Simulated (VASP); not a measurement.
Given:

```yaml
crystal:
  lattice:
    - [3.09723, 0.00000, 0.00000]
    - [-1.54862, 2.68228, 0.00000]
    - [0.00000, 0.00000, 5.99280]
  atoms:
    - { symbol: V, position: [0.00000, 0.00000, 0.00000] }
    - { symbol: V, position: [0.00000, 0.00000, 0.50000] }
    - { symbol: S, position: [0.66667, 0.33333, 0.25000] }
    - { symbol: S, position: [0.33333, 0.66667, 0.75000] }
```

Method: LDA (Ceperley-Alder, Perdew-Zunger), VASP's LDA PAW potentials (set 64) (plane waves; VASP 6.6.1). Numerical set-up: 400 eV cut-off, 13×13×6 Γ-centred mesh, tetrahedra with Blöchl corrections, potentials V_sv S.

The cores are frozen, which limits the accuracy of field gradients.

**Question.** Give the principal components of the electric field gradient (V/Å²) and the asymmetry η at each nucleus.

**Answer.** 
| atom | Vxx | Vyy | Vzz | η |
|---|---|---|---|---|
| V1 | 5.0 | 5.0 | -10.1 | 0.00 |
| V2 | 5.0 | 5.0 | -10.1 | 0.00 |
| S3 | -4.8 | -4.8 | 9.5 | 0.00 |
| S4 | -4.8 | -4.8 | 9.5 | 0.00 |

The structure comes from a computed database's VS entry (P6_3/mmc); how it stands against other phases isn't given here. It was relaxed first, which changed the volume by -7 %. The run is not spin-polarised, so no magnetic state was tried.
